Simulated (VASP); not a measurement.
OSZICAR of a VASP run on CuZn₃₁Se₃₂:

### OSZICAR
```
       N       E                     dE             d eps       ncg     rms          rms(c)
DAV:   1     0.693116396448E+04    0.69312E+04   -0.21888E+05  1372   0.183E+03
DAV:   2     0.134364365649E+04   -0.55875E+04   -0.54227E+04  1372   0.509E+02
DAV:   3    -0.229924690589E+02   -0.13666E+04   -0.12614E+04  1466   0.204E+02
DAV:   4    -0.197682195615E+03   -0.17469E+03   -0.17034E+03  1608   0.718E+01
DAV:   5    -0.206264668571E+03   -0.85825E+01   -0.85316E+01  1864   0.188E+01    0.344E+01
RMM:   6    -0.213909578496E+03   -0.76449E+01   -0.16593E+02  1486   0.222E+01    0.301E+01
RMM:   7    -0.196909599171E+03    0.17000E+02   -0.51488E+01  1387   0.200E+01    0.171E+01
RMM:   8    -0.216596576195E+03   -0.19687E+02   -0.13450E+01  1549   0.508E+00    0.773E+01
RMM:   9    -0.195038652677E+03    0.21558E+02   -0.65417E+00  1508   0.501E+00    0.478E+00
RMM:  10    -0.195605417178E+03   -0.56676E+00   -0.40568E+00  1530   0.324E+00    0.536E+00
RMM:  11    -0.195497925287E+03    0.10749E+00   -0.20369E-01  1406   0.817E-01    0.507E+00
RMM:  12    -0.195133570686E+03    0.36435E+00   -0.19057E-01  1447   0.668E-01    0.394E+00
RMM:  13    -0.195046096736E+03    0.87474E-01   -0.43903E-02  1852   0.314E-01    0.352E+00
RMM:  14    -0.194949573781E+03    0.96523E-01   -0.42062E-02  1494   0.258E-01    0.290E+00
RMM:  15    -0.194841175828E+03    0.10840E+00   -0.67628E-02  1584   0.288E-01    0.187E+00
RMM:  16    -0.194830001050E+03    0.11175E-01   -0.34446E-03  1579   0.699E-02    0.169E+00
RMM:  17    -0.194797086857E+03    0.32914E-01   -0.24105E-02  1621   0.187E-01    0.909E-01
RMM:  18    -0.194787584047E+03    0.95028E-02   -0.90306E-03  1648   0.962E-02    0.445E-01
RMM:  19    -0.194787544094E+03    0.39953E-04   -0.33510E-04  1371   0.321E-02    0.425E-01
RMM:  20    -0.194785231499E+03    0.23126E-02   -0.39816E-03  1568   0.758E-02    0.956E-02
RMM:  21    -0.194785409344E+03   -0.17784E-03   -0.27181E-04  1124   0.315E-02    0.113E-01
RMM:  22    -0.194785283906E+03    0.12544E-03   -0.16576E-04  1120   0.179E-02    0.429E-02
RMM:  23    -0.194785286793E+03   -0.28873E-05   -0.26782E-05   928   0.964E-03
   1 F= -.19478529E+03 E0= -.19474713E+03  d E =-.194785E+03  mag=     1.0000
       N       E                     dE             d eps       ncg     rms          rms(c)
DAV:   1    -0.194801327607E+03   -0.16044E-01   -0.31238E+00  1505   0.286E+00    0.504E-01
RMM:   2    -0.194808996046E+03   -0.76684E-02   -0.84613E-02  1538   0.527E-01    0.213E-01
RMM:   3    -0.194811354709E+03   -0.23587E-02   -0.17010E-02  1733   0.257E-01    0.463E-01
RMM:   4    -0.194809846853E+03    0.15079E-02   -0.52898E-03  1514   0.131E-01    0.120E-01
RMM:   5    -0.194809937574E+03   -0.90721E-04   -0.15476E-03  1181   0.405E-02    0.740E-02
RMM:   6    -0.194809932349E+03    0.52252E-05   -0.28908E-04  1132   0.239E-02    0.214E-02
RMM:   7    -0.194809939253E+03   -0.69047E-05   -0.55999E-05   999   0.134E-02
   2 F= -.19480994E+03 E0= -.19477154E+03  d E =-.246525E-01  mag=     1.0000
       N       E                     dE             d eps       ncg     rms          rms(c)
DAV:   1    -0.194806541011E+03    0.33913E-02   -0.61762E+00  1464   0.402E+00    0.740E-01
RMM:   2    -0.194822374527E+03   -0.15834E-01   -0.16765E-01  1527   0.786E-01    0.498E-01
RMM:   3    -0.194827441222E+03   -0.50667E-02   -0.52690E-02  1757   0.425E-01    0.760E-01
RMM:   4    -0.194823309549E+03    0.41317E-02   -0.12626E-02  1574   0.189E-01    0.184E-01
RMM:   5    -0.194823303991E+03    0.55580E-05   -0.11813E-03  1366   0.486E-02    0.110E-01
RMM:   6    -0.194823298626E+03    0.53652E-05   -0.68988E-04  1342   0.358E-02    0.298E-02
RMM:   7    -0.194823305493E+03   -0.68672E-05   -0.99052E-05  1115   0.185E-02
   3 F= -.19482331E+03 E0= -.19478475E+03  d E =-.380187E-01  mag=     1.0000
       N       E                     dE             d eps       ncg     rms          rms(c)
DAV:   1    -0.194823261654E+03    0.36972E-04   -0.15347E-02  1482   0.202E-01    0.438E-02
RMM:   2    -0.194823306893E+03   -0.45239E-04   -0.51026E-04  1448   0.473E-02    0.263E-02
RMM:   3    -0.194823325639E+03   -0.18746E-04   -0.14769E-04  1097   0.262E-02    0.442E-02
RMM:   4    -0.194823310700E+03    0.14939E-04   -0.41260E-05   874   0.169E-02    0.831E-03
RMM:   5    -0.194823312976E+03   -0.22761E-05   -0.19172E-05   843   0.584E-03
   4 F= -.19482331E+03 E0= -.19478476E+03  d E =-.380262E-01  mag=     1.0000
       N       E                     dE             d eps       ncg     rms          rms(c)
DAV:   1    -0.194825602861E+03   -0.22922E-02   -0.10133E+00  1456   0.176E+00    0.190E-01
RMM:   2    -0.194826686584E+03   -0.10837E-02   -0.11457E-02  1513   0.220E-01    0.109E-01
RMM:   3    -0.194827047978E+03   -0.36139E-03   -0.30075E-03  1702   0.116E-01    0.188E-01
RMM:   4    -0.194826792467E+03    0.25551E-03   -0.90493E-04  1253   0.548E-02    0.530E-02
RMM:   5    -0.194826789939E+03    0.25276E-05   -0.90162E-05   996   0.158E-02
   5 F= -.19482679E+03 E0= -.19478823E+03  d E =-.347696E-02  mag=     1.0000
       N       E                     dE             d eps       ncg     rms          rms(c)
DAV:   1    -0.194827202029E+03   -0.40956E-03   -0.88293E-01  1448   0.164E+00    0.181E-01
RMM:   2    -0.194828113417E+03   -0.91139E-03   -0.98426E-03  1511   0.201E-01    0.105E-01
RMM:   3    -0.194828443645E+03   -0.33023E-03   -0.26603E-03  1648   0.108E-01    0.180E-01
RMM:   4    -0.194828207338E+03    0.23631E-03   -0.82922E-04  1269   0.533E-02    0.482E-02
RMM:   5    -0.194828208437E+03   -0.10986E-05   -0.84950E-05   981   0.157E-02
   6 F= -.19482821E+03 E0= -.19478965E+03  d E =-.489546E-02  mag=     1.0000
       N       E                     dE             d eps       ncg     rms          rms(c)
DAV:   1    -0.194828231056E+03   -0.23718E-04   -0.36551E-02  1576   0.335E-01    0.387E-02
RMM:   2    -0.194828262711E+03   -0.31655E-04   -0.39677E-04  1525   0.414E-02    0.187E-02
RMM:   3    -0.194828276194E+03   -0.13483E-04   -0.88439E-05  1045   0.215E-02    0.348E-02
RMM:   4    -0.194828267400E+03    0.87939E-05   -0.31036E-05   864   0.166E-02
   7 F= -.19482827E+03 E0= -.19478970E+03  d E =-.495442E-02  mag=     1.0000
       N       E                     dE             d eps       ncg     rms          rms(c)
DAV:   1    -0.194828693644E+03   -0.41745E-03   -0.30094E-01  1400   0.954E-01    0.101E-01
RMM:   2    -0.194828973464E+03   -0.27982E-03   -0.30085E-03  1491   0.119E-01    0.405E-02
RMM:   3    -0.194829077245E+03   -0.10378E-03   -0.76160E-04  1646   0.583E-02    0.834E-02
RMM:   4    -0.194829027395E+03    0.49850E-04   -0.18012E-04  1031   0.296E-02    0.266E-02
RMM:   5    -0.194829026416E+03    0.97971E-06   -0.25236E-05   889   0.966E-03
   8 F= -.19482903E+03 E0= -.19479046E+03  d E =-.759015E-03  mag=     1.0000
       N       E                     dE             d eps       ncg     rms          rms(c)
DAV:   1    -0.194828997529E+03    0.29866E-04   -0.20403E-01  1448   0.785E-01    0.848E-02
RMM:   2    -0.194829181673E+03   -0.18414E-03   -0.20100E-03  1481   0.958E-02    0.403E-02
RMM:   3    -0.194829261427E+03   -0.79754E-04   -0.54731E-04  1549   0.507E-02    0.800E-02
RMM:   4    -0.194829214110E+03    0.47316E-04   -0.16439E-04  1008   0.287E-02    0.212E-02
RMM:   5    -0.194829215206E+03   -0.10954E-05   -0.23613E-05   863   0.908E-03
   9 F= -.19482922E+03 E0= -.19479065E+03  d E =-.947805E-03  mag=     1.0000
```

### Question
Which electronic solver shows in the log?

### Answer
It is blocked Davidson (ALGO = Normal, or the opening steps of other solvers) and then RMM-DIIS (ALGO = Fast or VeryFast). The INCAR had ALGO = Fast.

### Question
How was spin treated?

### Answer
Collinear spin (ISPIN = 2): the summary line carries one mag value, 1.00 μB in the cell.

### Question
Can the final energy be trusted as converged?

### Answer
The calculation finished and met its thresholds. It stopped with EDIFF = 1E-5, NELM = 100, NSW = 60 and EDIFFG = -0.03 after 9 ionic steps (PBE GGA, plane waves, VASP's PBE PAW potentials (set 64)). The cell is charged, with a uniform compensating background. The supercell is sampled at Γ alone, which is coarse: total energies, pressure and levels can be off, energies of defects by several tenths of an eV.

The cell is a supercell with a defect, built from ZnSe (zinc blende): Cu_Zn, charge +2. The total moment is imposed (NUPDOWN), so this need not be the lowest spin state.
